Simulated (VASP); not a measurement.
# RbSeN (P4/nmm) in VASP: notebook

One crystal, RbSeN, is run at these levels: PBE; tasks: single point.

Everything below comes from runs of VASP 6.6.1. Logs are shortened: lines on timing, memory, paths and dates and some standing lists are left out, and cuts for length are marked.

## 1. The crystal as given

Symmetry: P4/nmm, No. 129, tetragonal system. The conventional cell has a = 4.443 Å, b = 4.443 Å, c = 7.287 Å, α = 90.00°, β = 90.00°, γ = 90.00°. N (site symmetry -4m2) is surrounded by 4 Se at 2.58 Å. Se (site symmetry 4mm) is surrounded by 4 N at 2.58 Å. Around Rb (site symmetry 4mm) lie 4 N at 3.34 Å and 6 Se at 3.36 to 3.81 Å.

The cell was built by a generator and needn't be a form met in nature.

## 2. Single point, PBE

Contents of INCAR:

```
PREC     = Accurate       # precision mode
ENCUT    = 520            # plane-wave cutoff, eV
EDIFF    = 1E-6           # SCF threshold, eV
ISMEAR   = -1             # smearing method
SIGMA    = 0.1            # smearing width, eV
LREAL    = F              # projectors in reciprocal space
LASPH    = T              # aspherical terms in the spheres
NELM     = 60             # most SCF steps
ALGO     = Fast           # electronic algorithm
ISIF     = 2              # what is computed and relaxed
LWAVE    = F              # write WAVECAR
LCHARG   = F              # write CHGCAR
GGA      = PE             # functional
NBANDS   = 29             # bands
```

Contents of KPOINTS:

```
Automatic mesh
0
Gamma
  4 4 3
```

Contents of POSCAR:

```
RbSeN
1.0
    4.4434090000      0.0000000000      0.0000000000
    0.0000000000      4.4434090000      0.0000000000
    0.0000000000      0.0000000000      7.2868300000
N Se Rb
2 2 2
Direct
    0.0000000000      0.0000000000      0.0000000000
    0.5000000000      0.5000000000      0.0000000000
    0.0000000000      0.5000000000      0.1798000000
    0.5000000000      0.0000000000      0.8202000000
    0.0000000000      0.5000000000      0.6576000000
    0.5000000000      0.0000000000      0.3424000000
```

Potentials or basis: VASP PAW PBE potentials, release 64 (N, Se, Rb_sv).

On the command line:

```sh
> cat potpaw_PBE.64/N/POTCAR potpaw_PBE.64/Se/POTCAR potpaw_PBE.64/Rb_sv/POTCAR > POTCAR
> mpirun -np 1 vasp_std > vasp.out
```

OUTCAR:

```text
PREC = Accurate
   ENCUT = 520
   EDIFF = 1E-6
   ISMEAR = -1
   LREAL = F
   LASPH = T
   NELM = 60
   ISIF = 2
   GGA = PE

 ion  position               nearest neighbor table
   1  0.000  0.000  0.000-   5 3.34   6 3.34   5 3.34   6 3.34
   2  0.500  0.500  0.000-   5 3.34   6 3.34   6 3.34   5 3.34
   3  0.000  0.500  0.180-   6 3.36   6 3.36   6 3.36   6 3.36   5 3.48   5 3.81
   4  0.500  0.000  0.820-   5 3.36   5 3.36   5 3.36   5 3.36   6 3.48   6 3.81
   5  0.000  0.500  0.658-   1 3.34   2 3.34   1 3.34   2 3.34   4 3.36   4 3.36   4 3.36   4 3.36
                             3 3.48   3 3.81   6 3.89   6 3.89   6 3.89   6 3.89
   6  0.500  0.000  0.342-   1 3.34   2 3.34   2 3.34   1 3.34   3 3.36   3 3.36   3 3.36   3 3.36
                             4 3.48   4 3.81   5 3.89   5 3.89   5 3.89   5 3.89

  LATTYP: Found a simple tetragonal cell.
 ALAT       =     4.4434090000
 C/A-ratio  =     1.6399188101

  Lattice vectors:

 A1 = (   4.4434090000,   0.0000000000,   0.0000000000)
 A2 = (   0.0000000000,   4.4434090000,   0.0000000000)
 A3 = (   0.0000000000,   0.0000000000,   7.2868300000)

Analysis of symmetry for initial positions (statically):
=====================================================================
 Subroutine PRICEL returns:
 Original cell was already a primitive cell.

 Routine SETGRP: Setting up the symmetry group for a
 simple tetragonal supercell.

 Subroutine GETGRP returns: Found 16 space group operations
 (whereof  8 operations were pure point group operations)
 out of a pool of 16 trial point group operations.

The static configuration has the point symmetry D_2d.
 The point group associated with its full space group is D_4h.

Analysis of symmetry for dynamics (positions and initial velocities):
=====================================================================
 Subroutine PRICEL returns:
 Original cell was already a primitive cell.

 Routine SETGRP: Setting up the symmetry group for a
 simple tetragonal supercell.

 Subroutine GETGRP returns: Found 16 space group operations
 (whereof  8 operations were pure point group operations)
 out of a pool of 16 trial point group operations.

The dynamic configuration has the point symmetry D_2d.
 The point group associated with its full space group is D_4h.

 Subroutine INISYM returns: Found 16 space group operations
 (whereof  8 operations are pure point group operations),
 and found     1 'primitive' translations

----------------------------------------------------------------------------------------

                                     Primitive cell

  volume of cell :     143.8703

  direct lattice vectors                    reciprocal lattice vectors
     4.443409000  0.000000000  0.000000000     0.225052432  0.000000000  0.000000000
     0.000000000  4.443409000  0.000000000     0.000000000  0.225052432  0.000000000
     0.000000000  0.000000000  7.286830000     0.000000000  0.000000000  0.137233886

  length of vectors
     4.443409000  4.443409000  7.286830000     0.225052432  0.225052432  0.137233886

  position of ions in fractional coordinates (direct lattice)
     0.000000000  0.000000000  0.000000000
     0.500000000  0.500000000  0.000000000
     0.000000000  0.500000000  0.179800000
     0.500000000  0.000000000  0.820200000
     0.000000000  0.500000000  0.657600000
     0.500000000  0.000000000  0.342400000

  ion indices of the primitive-cell ions
   primitive index   ion index
                 1           1
                 2           2
                 3           3
                 4           4
                 5           5
                 6           6

----------------------------------------------------------------------------------------

 KPOINTS: Automatic mesh

Automatic generation of k-mesh.
 Grid dimensions read from file:
 generate k-points for:    4    4    3

 Generating k-lattice:

  Cartesian coordinates                     Fractional coordinates (reciprocal lattice)
     0.056263108  0.000000000  0.000000000     0.250000000  0.000000000  0.000000000
     0.000000000  0.056263108  0.000000000     0.000000000  0.250000000  0.000000000
     0.000000000  0.000000000  0.045744629     0.000000000  0.000000000  0.333333333

  Length of vectors
     0.056263108  0.056263108  0.045744629

  Shift w.r.t. Gamma in fractional coordinates (k-lattice)
     0.000000000  0.000000000  0.000000000

 Subroutine IBZKPT returns following result:
 ===========================================

 Found     12 irreducible k-points:

 Following reciprocal coordinates:
            Coordinates               Weight
  0.000000  0.000000  0.000000      1.000000
  0.250000  0.000000  0.000000      4.000000
  0.500000  0.000000  0.000000      2.000000
  0.250000  0.250000  0.000000      4.000000
  0.500000  0.250000  0.000000      4.000000
  0.500000  0.500000  0.000000      1.000000
  0.000000  0.000000  0.333333      2.000000
  0.250000  0.000000  0.333333      8.000000
  0.500000  0.000000  0.333333      4.000000
  0.250000  0.250000  0.333333      8.000000
  0.500000  0.250000  0.333333      8.000000
  0.500000  0.500000  0.333333      2.000000
   k-points           NKPTS =     12   k-points in BZ     NKDIM =     12   number of bands    NBANDS=     29
   number of dos      NEDOS =    301   number of ions     NIONS =      6
   total plane-waves  NPLWV =  69984
   dimension x,y,z NGX =    36 NGY =   36 NGZ =   54
   dimension x,y,z NGXF=    72 NGYF=   72 NGZF=  108
   ions per type =               2   2   2
   NGX,Y,Z   is equivalent  to a cutoff of  13.47, 13.47, 12.32 a.u.
   NGXF,Y,Z  is equivalent  to a cutoff of  26.94, 26.94, 24.64 a.u.
 SYSTEM =  unknown system
   PREC   = accura    normal or accurate (medium, high low for compatibility)
   ISTART =      0    job   : 0-new  1-cont  2-samecut
   ICHARG =      2    charge: 1-file 2-atom 10-const
   ISPIN  =      1    spin polarized calculation?
   LNONCOLLINEAR =      F non collinear calculations
   LSORBIT =      F    spin-orbit coupling
   LASPH  =      T    aspherical Exc in radial PAW
   ENCUT  =  520.0 eV  38.22 Ry    6.18 a.u.   8.26  8.26 13.55*2*pi/ulx,y,z
   NELM   =     60;   NELMIN=  2; NELMDL= -5     # of ELM steps
   EDIFF  = 0.1E-05   stopping-criterion for ELM
   LREAL  =      F    real-space projection
   EDIFFG = 0.1E-04   stopping-criterion for IOM
   NSW    =      0    number of steps for IOM
   IBRION =     -1    ionic relax: 0-MD 1-quasi-New 2-CG
   NFREE  =      0    steps in history (QN), initial steepest desc. (CG)
   ISIF   =      2    stress and relaxation
   ISYM   =      2    0-nonsym 1-usesym 2-fastsym
   POTIM  = 0.5000    time-step for ionic-motion
   TEBEG  =    0.0;   TEEND  =   0.0 temperature during run
   PSTRESS=    0.0 pullay stress
   NELECT =      40.0000    total number of electrons
   NUPDOWN=      -1.0000    fix difference up-down
   EMIN   =  10.00;   EMAX   =-10.00  energy-range for DOS
   EFERMI =   0.00;   METHOD = LEGACY
   ISMEAR =    -1;   SIGMA  =   0.10  broadening in eV -4-tet -1-fermi 0-gaus
   EFERMI_NEDOS =   21; number of points for ismear=-14 and -15
   IALGO  =     68    algorithm
   IMIX   =      4    mixing-type and parameters
     AMIX     =   0.40;   BMIX     =  1.00
     AMIX_MAG =   1.60;   BMIX_MAG =  1.00
  volume/ion in A,a.u.               =      23.98       161.81
  Fermi-wavevector in a.u.,A,eV,Ry     =   1.068492  2.019156 15.533420  1.141674
  Thomas-Fermi vector in A             =   2.204141
   LORBIT       =      0    0 simple, 1 ext, 2 COOP (PROOUT), +10 PAW based schemes
   GGA     = PE    functional components
   LHFCALC =     F    Hartree Fock is set to
   AEXX    =    0.0000 exact exchange contribution
   IVDW    =     0    specifies the selected vdW correction
   LEPSILON=     F    determine dielectric tensor
   LRPA    =     F    only Hartree local field effects (RPA)
 non-spin polarized calculation
 RMM-DIIS sequential band-by-band and
  energy-cutoff  :      520.00
  volume of cell :      143.87
 maximum number of plane-waves:      3888
 NGX is ok and might be reduce to    36
   NGX = 17   NGY = 17   NGZ = 27

 number of electron      40.0000000 magnetization

 Free energy of the ion-electron system (eV)
  ---------------------------------------------------
  ext. energy  EPLUGINS =         0.00000000
  ---------------------------------------------------
  free energy    TOTEN  =       -19.04767703 eV

  energy without entropy =      -18.88731890  energy(sigma->0) =      -18.96749797

 E-fermi :   2.6751     XC(G=0):  -8.8756

 val. band max:        2.6750750059   @ k =   0.2500   0.0000   0.0000
 cond. band min:       2.7755678098   @ k =   0.5000   0.0000   0.0000
 fundamental gap:      0.1004928039
 Fermi energy:         2.6750885732

 k-point     1 :       0.0000    0.0000    0.0000
  band No.  band energies     occupation
      1     -25.0302      2.00000
      2     -24.9469      2.00000
      3     -12.2778      2.00000
      4     -10.4344      2.00000
      5      -9.7127      2.00000
      6      -9.2688      2.00000
[... 21 lines left out ...]
     28       7.9851      0.00000
     29       8.0449      0.00000

 k-point     2 :       0.2500    0.0000    0.0000
  band No.  band energies     occupation
      1     -25.0133      2.00000
      2     -24.9542      2.00000
      3     -12.0317      2.00000
      4     -10.6879      2.00000
      5      -9.8118      2.00000
      6      -9.5060      2.00000
[... 21 lines left out ...]
     28       7.9371      0.00000
     29       8.0833      0.00000

 k-point     3 :       0.5000    0.0000    0.0000
  band No.  band energies     occupation
      1     -24.9789      2.00000
      2     -24.9789      2.00000
      3     -11.3920      2.00000
      4     -11.3920      2.00000
      5      -9.7487      2.00000
      6      -9.7487      2.00000
[... 254 lines left out ...]
      5      -9.7252      2.00000
      6      -9.7252      2.00000
[... 21 lines left out ...]
     28       8.0911      0.00000
     29       9.0493      0.00000

 k-point    12 :       0.5000    0.5000    0.3333
  band No.  band energies     occupation
      1     -24.9699      2.00000
      2     -24.9699      2.00000
      3     -10.4301      2.00000
      4     -10.4301      2.00000
      5     -10.3685      2.00000
      6     -10.3685      2.00000
[... 21 lines left out ...]
     28       7.9059      0.00000
     29       9.9212      0.00000

------------------------ aborting loop because EDIFF is reached ----------------------------------------

  FORCE on cell =-STRESS in cart. coord.  units (eV):
  Direction    XX          YY          ZZ          XY          YZ          ZX
  --------------------------------------------------------------------------------------
  -------------------------------------------------------------------------------------
  Total        0.7522748      0.7522748     -7.7573836      0.0000000      0.0000000      0.0000000
  in kB        8.3775277      8.3775277    -86.3882413      0.0000000      0.0000000      0.0000000
  external PRESSURE =     -23.2110619 kB  Pullay stress =       0.0000000 kB

 VOLUME and BASIS-vectors are now :
 -----------------------------------------------------------------------------
  energy-cutoff  :      520.00
  volume of cell :      143.87
      direct lattice vectors                 reciprocal lattice vectors
     4.443409000  0.000000000  0.000000000     0.225052432  0.000000000  0.000000000
     0.000000000  4.443409000  0.000000000     0.000000000  0.225052432  0.000000000
     0.000000000  0.000000000  7.286830000     0.000000000  0.000000000  0.137233886

 POSITION                                       TOTAL-FORCE (eV/Angst)
 -----------------------------------------------------------------------------------
      0.00000      0.00000      0.00000         0.000000     -0.000000      0.000000
      2.22170      2.22170      0.00000         0.000000      0.000000      0.000000
      0.00000      2.22170      1.31017         0.000000     -0.000000     -2.920876
      2.22170      0.00000      5.97666        -0.000000     -0.000000      2.920876
      0.00000      2.22170      4.79182         0.000000      0.000000      0.829824
      2.22170      0.00000      2.49501         0.000000     -0.000000     -0.829824
 -----------------------------------------------------------------------------------
    total drift:                                0.000000      0.000000      0.000000

  FREE ENERGIE OF THE ION-ELECTRON SYSTEM (eV)
  ---------------------------------------------------
  free  energy   TOTEN  =       -19.0476770338 eV

  energy  without entropy=      -18.8873189046  energy(sigma->0) =      -18.96749797
```

Wall time 47 s (1 thread of AMD EPYC 9R45 (Zen 5), shared host); peak memory 0.23 GiB.

Results:

- Free energy: -19.0477 eV
- Pressure: -2.3 GPa
- Largest force: 2.921 eV/Å
- Band gap on the k mesh: none (metal or under the smearing width)

Forces on the atoms (eV/Å):
```
N    0.000  0.000  0.000
N    0.000  0.000  0.000
Se   0.000  0.000 -2.921
Se   0.000  0.000  2.921
Rb   0.000  0.000  0.830
Rb   0.000  0.000 -0.830
```

Stress tensor (GPa, compression positive):
```
 0.84  0.00  0.00
 0.00  0.84  0.00
 0.00  0.00 -8.64
```

Levels at points of the mesh, in eV from the Fermi level:
| k point | band 17 | band 18 | band 19 | band 20 | band 21 | band 22 | band 23 | band 24 |
| --- | --- | --- | --- | --- | --- | --- | --- | --- |
| (0.00, 0.00, 0.00) | -2.44 | -2.28 | -1.61 | -1.25 | 0.30 | 0.30 | 1.03 | 1.03 |
| (0.50, 0.00, 0.00) | -3.07 | -3.07 | 0.10 | 0.10 | 0.25 | 0.25 | 0.47 | 0.47 |
| (0.50, 0.50, 0.00) | -1.41 | -1.41 | -0.46 | -0.46 | 0.33 | 0.33 | 1.27 | 1.27 |

Caveat: forces of over 1 eV/Å show positions far from the minimum, so gaps and moduli don't describe the material at rest.

## 3. Single point, PBE

Contents of INCAR:

```
SYSTEM = RbSeN
  PREC = Accurate
  ENCUT = 520
  EDIFF = 1E-6
  ISMEAR = -1
  SIGMA = 0.1
  LREAL = .FALSE.
  LASPH = .TRUE.
  NELM = 60
  ALGO = Normal
  ISIF = 2
  LWAVE = .FALSE.
  LCHARG = .FALSE.
  GGA = PE
  NBANDS = 29
```

Contents of KPOINTS:

```
regular mesh
0
G
  4 4 3
  0 0 0
```

POSCAR is that of step 2.

Potentials or basis: VASP PAW PBE potentials, release 64 (N, Se, Rb_sv).

On the command line:

```sh
> cat potpaw_PBE.64/N/POTCAR potpaw_PBE.64/Se/POTCAR potpaw_PBE.64/Rb_sv/POTCAR > POTCAR
> mpirun -np 1 vasp_std > vasp.out
```

OUTCAR:

```text
SYSTEM = RbSeN
   PREC = Accurate
   ENCUT = 520
   EDIFF = 1E-6
   ISMEAR = -1
   LREAL = .FALSE.
   LASPH = .TRUE.
   NELM = 60
   ISIF = 2
   GGA = PE

 ion  position               nearest neighbor table
   1  0.000  0.000  0.000-   5 3.34   6 3.34   5 3.34   6 3.34
   2  0.500  0.500  0.000-   5 3.34   6 3.34   6 3.34   5 3.34
   3  0.000  0.500  0.180-   6 3.36   6 3.36   6 3.36   6 3.36   5 3.48   5 3.81
[... 584 lines left out ...]
  -------------------------------------------------------------------------------------
  Total        0.7505486      0.7505486     -7.7595098      0.0000000      0.0000000      0.0000000
  in kB        8.3583040      8.3583040    -86.4119194      0.0000000      0.0000000      0.0000000
  external PRESSURE =     -23.2317705 kB  Pullay stress =       0.0000000 kB

 VOLUME and BASIS-vectors are now :
 -----------------------------------------------------------------------------
  energy-cutoff  :      520.00
  volume of cell :      143.87
      direct lattice vectors                 reciprocal lattice vectors
     4.443409000  0.000000000  0.000000000     0.225052432  0.000000000  0.000000000
     0.000000000  4.443409000  0.000000000     0.000000000  0.225052432  0.000000000
     0.000000000  0.000000000  7.286830000     0.000000000  0.000000000  0.137233886

 POSITION                                       TOTAL-FORCE (eV/Angst)
 -----------------------------------------------------------------------------------
      0.00000      0.00000      0.00000         0.000000     -0.000000      0.000000
      2.22170      2.22170      0.00000         0.000000      0.000000      0.000000
      0.00000      2.22170      1.31017         0.000000      0.000000     -2.921060
      2.22170      0.00000      5.97666         0.000000     -0.000000      2.921060
      0.00000      2.22170      4.79182         0.000000     -0.000000      0.828342
      2.22170      0.00000      2.49501        -0.000000      0.000000     -0.828342
 -----------------------------------------------------------------------------------
    total drift:                                0.000000      0.000000      0.000000

  FREE ENERGIE OF THE ION-ELECTRON SYSTEM (eV)
  ---------------------------------------------------
  free  energy   TOTEN  =       -19.0476770693 eV

  energy  without entropy=      -18.8873183031  energy(sigma->0) =      -18.96749769
```

stdout:

```text
POSCAR found type information on POSCAR N SeRb
 POSCAR found :  3 types and       6 ions
 scaLAPACK will be used
 LDA part: xc-table for (Slater+PW92), standard interpolation
 POSCAR, INCAR and KPOINTS ok, starting setup
 FFT: planning ... GRIDC
 FFT: planning ... GRID_SOFT
 FFT: planning ... GRID
 WAVECAR not read
 entering main loop
```

Wall time 33 s (1 thread of AMD EPYC 9R45 (Zen 5), shared host); peak memory 0.23 GiB.

Results:

* Free energy: -19.0477 eV
* Pressure: -2.3 GPa
* Largest force: 2.921 eV/Å
* Band gap on the k mesh: none (metal or under the smearing width)

Forces in eV/Å, atoms in the order of the input:
```
N    0.000  0.000  0.000
N    0.000  0.000  0.000
Se   0.000  0.000 -2.921
Se   0.000  0.000  2.921
Rb   0.000  0.000  0.828
Rb   0.000  0.000 -0.828
```

Caveat: forces of over 1 eV/Å show positions far from the minimum, so gaps and moduli don't describe the material at rest.

## 4. Single point, PBE

Contents of INCAR:

```
ALGO = Normal ; EDIFF = 1E-6
ENCUT = 520 ; GGA = PE
ISIF = 2 ; ISMEAR = -1
LASPH = True ; LCHARG = False
LREAL = False ; LWAVE = False
NBANDS = 29 ; NELM = 60
PREC = Accurate ; SIGMA = 0.1
```

Contents of KPOINTS:

```
k-points
0
Gamma
  4 4 3
```

POSCAR is that of step 3.

On the command line:

```sh
> cat potpaw_PBE.64/N/POTCAR potpaw_PBE.64/Se/POTCAR potpaw_PBE.64/Rb_sv/POTCAR > POTCAR
> mpirun -np 1 vasp_std > vasp.out
```

It took 34 s on 1 thread of AMD EPYC 9R45 (Zen 5), shared host; peak memory 0.23 GiB.

It converged, with:

```
Free energy            : -19.0477 eV
Pressure               : -2.3 GPa
Largest force          : 2.921 eV/Å
Band gap on the k mesh : none (metal or under the smearing width)
```

Forces in eV/Å, atoms in the order of the input:
```
N    0.000  0.000  0.000
N    0.000  0.000  0.000
Se   0.000  0.000 -2.921
Se   0.000  0.000  2.921
Rb   0.000  0.000  0.828
Rb   0.000  0.000 -0.828
```

Stress tensor (GPa, compression positive):
```
 0.84  0.00  0.00
 0.00  0.84  0.00
 0.00  0.00 -8.64
```

Levels at points of the mesh, in eV from the Fermi level:
| k point | band 18 | band 19 | band 20 | band 21 | band 22 | band 23 |
| --- | --- | --- | --- | --- | --- | --- |
| (0.00, 0.00, 0.00) | -2.28 | -1.61 | -1.25 | 0.30 | 0.30 | 1.03 |
| (0.50, 0.00, 0.00) | -3.07 | 0.10 | 0.10 | 0.25 | 0.25 | 0.47 |
| (0.50, 0.50, 0.00) | -1.41 | -0.46 | -0.46 | 0.33 | 0.33 | 1.27 |

Caveat: forces of over 1 eV/Å show positions far from the minimum, so gaps and moduli don't describe the material at rest.
